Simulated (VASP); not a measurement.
Input:

```xyz
1
Lattice="0.0000 1.9362 1.9362 1.9557 -0.0196 1.9557 1.9557 1.9557 -0.0196" Properties=species:S:1:pos:R:3 pbc="T T T"
Pd     0.0000     0.0000     0.0000
```

Computed with r2SCAN meta-GGA, VASP's PBE PAW potentials (set 64) (plane waves; VASP). Numerical set-up: 480 eV cut-off, 14×14×14 Γ-centred mesh, first-order Methfessel-Paxton smearing of 0.10 eV, potentials Pd.

Problem. Estimate the energy per atom (σ→0), band gap (on the k-mesh) with the smallest direct gap where there is one.

Solution. 
| Property | Result |
|---|---|
| band gap (on the k-mesh) | none (metal, semimetal or under 0.01 eV) |
| energy per atom (σ→0) | -22.934 eV/atom |

The absolute energy has meaning only against runs of the same code, potentials and settings.

The compound is Pd in the fcc structure. This cell was strained or had an atom moved on purpose.
